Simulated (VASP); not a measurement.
Computed with PBEsol GGA, VASP's PBE PAW potentials (set 64) (plane waves; VASP).

VASP ran on this input.

File POSCAR:
```
Cd3HgTe4
6.4893230
  1.0000000718   0.0000000000   0.0000000000
  0.0000000000   1.0000000718   0.0000000000
  0.0000000000   0.0000000000   1.0000000718
Hg Te Cd
1 4 3
Cart
  0.0000000000   0.0000000000   1.0000000718
  0.2506520007   0.2506520007   0.2506520007
  0.7493480711   0.7493480711   0.2506520007
  0.7493480711   0.2506520007   0.7493480711
  0.2506520007   0.7493480711   0.7493480711
  0.5000000359   0.5000000359   1.0000000718
  0.5000000359   0.0000000000   0.5000000359
  0.0000000000   0.5000000359   0.5000000359
```

File KPOINTS:
```
Automatic mesh
0
Gamma
5 5 5
0 0 0
```

**INCAR**
```
SYSTEM = Cd3HgTe4
PREC = Accurate; ENCUT = 400; LREAL = .FALSE.
LASPH = .TRUE.
EDIFF = 1E-7; NELM = 100; ALGO = Normal
LMAXMIX = 6
ISMEAR = -5
GGA = PS
ISIF = 2
LWAVE = .FALSE.; LCHARG = .TRUE.; LORBIT = 11
NEDOS = 601
```

POTCAR, in this order: Hg Te Cd (PBE.64 set). Program: vasp_std.

Output of the run:

File OSZICAR:
```
       N       E                     dE             d eps       ncg     rms          rms(c)
DAV:   1     0.415256061703E+03    0.41526E+03   -0.27978E+04   860   0.118E+03
DAV:   2     0.151729892419E+01   -0.41374E+03   -0.40685E+03   984   0.309E+02
DAV:   3    -0.214831796069E+02   -0.23000E+02   -0.22913E+02   993   0.743E+01
DAV:   4    -0.218132516118E+02   -0.33007E+00   -0.32979E+00  1041   0.786E+00
DAV:   5    -0.218173086704E+02   -0.40571E-02   -0.40565E-02  1002   0.948E-01    0.123E+01
DAV:   6    -0.208719895575E+02    0.94532E+00   -0.24969E+00   957   0.127E+01    0.977E+00
DAV:   7    -0.208271238151E+02    0.44866E-01   -0.86780E-01   887   0.373E+00    0.389E+00
DAV:   8    -0.208188759324E+02    0.82479E-02   -0.83908E-02   902   0.232E+00    0.123E+00
DAV:   9    -0.208188709248E+02    0.50075E-05   -0.84857E-03   907   0.749E-01    0.405E-01
DAV:  10    -0.208186369294E+02    0.23400E-03   -0.13603E-03   928   0.256E-01    0.121E-01
DAV:  11    -0.208186713265E+02   -0.34397E-04   -0.65407E-04   939   0.154E-01    0.366E-02
DAV:  12    -0.208186767902E+02   -0.54636E-05   -0.56289E-05   918   0.454E-02    0.436E-02
DAV:  13    -0.208186747233E+02    0.20669E-05   -0.30020E-05   907   0.311E-02    0.145E-02
DAV:  14    -0.208186774048E+02   -0.26816E-05   -0.85372E-06   881   0.124E-02    0.222E-02
DAV:  15    -0.208186778309E+02   -0.42612E-06   -0.80456E-07   908   0.498E-03    0.621E-03
DAV:  16    -0.208186780333E+02   -0.20239E-06   -0.13537E-07   636   0.190E-03    0.121E-03
DAV:  17    -0.208186781112E+02   -0.77859E-07   -0.70589E-08   556   0.150E-03
   1 F= -.20818678E+02 E0= -.20818678E+02  d E =0.000000E+00
```

**OUTCAR**
```
------------------------ aborting loop because EDIFF is reached ----------------------------------------
  FORCE on cell =-STRESS in cart. coord.  units (eV):
  Direction    XX          YY          ZZ          XY          YZ          ZX
  --------------------------------------------------------------------------------------
  Total        0.0263800      0.0263800      0.0263800     -0.0000000     -0.0000000      0.0000000
  in kB        0.1546631      0.1546631      0.1546631     -0.0000000     -0.0000000      0.0000000
  external PRESSURE =       0.1546631 kB  Pullay stress =       0.0000000 kB
  volume of cell :      273.27
      direct lattice vectors                 reciprocal lattice vectors
     6.489323466  0.000000000  0.000000000     0.154099269  0.000000000  0.000000000
     0.000000000  6.489323466  0.000000000     0.000000000  0.154099269  0.000000000
     0.000000000  0.000000000  6.489323466     0.000000000  0.000000000  0.154099269
 POSITION                                       TOTAL-FORCE (eV/Angst)
 -----------------------------------------------------------------------------------
      0.00000      0.00000      0.00000         0.000000      0.000000      0.000000
      1.62656      1.62656      1.62656         0.001217      0.001217      0.001217
      4.86276      4.86276      1.62656        -0.001217     -0.001217      0.001217
      4.86276      1.62656      4.86276        -0.001217      0.001217     -0.001217
      1.62656      4.86276      4.86276         0.001217     -0.001217     -0.001217
      3.24466      3.24466      0.00000         0.000000      0.000000      0.000000
      3.24466      0.00000      3.24466        -0.000000      0.000000      0.000000
      0.00000      3.24466      3.24466         0.000000      0.000000      0.000000
 -----------------------------------------------------------------------------------
    total drift:                               -0.000000     -0.000000      0.000000
  FREE ENERGIE OF THE ION-ELECTRON SYSTEM (eV)
  ---------------------------------------------------
  free  energy   TOTEN  =       -20.8186781112 eV

  energy  without entropy=      -20.8186781112  energy(sigma->0) =      -20.81867811

 total charge

# of ion       s       p       d       tot
------------------------------------------
    1        0.737   0.406   9.356  10.499
    2        1.357   2.024   0.024   3.405
    3        1.357   2.024   0.024   3.405
    4        1.357   2.024   0.024   3.405
    5        1.357   2.024   0.024   3.405
    6        0.476   0.319   9.522  10.318
    7        0.476   0.319   9.522  10.318
    8        0.476   0.319   9.522  10.318
--------------------------------------------------
tot          7.593   9.460  38.020  55.072
```
(Selected blocks of OUTCAR.)

The structure was generated: Cd3HgTe4 was put into an ordered model structure (P-43m), which need not be its known phase. It was relaxed first.
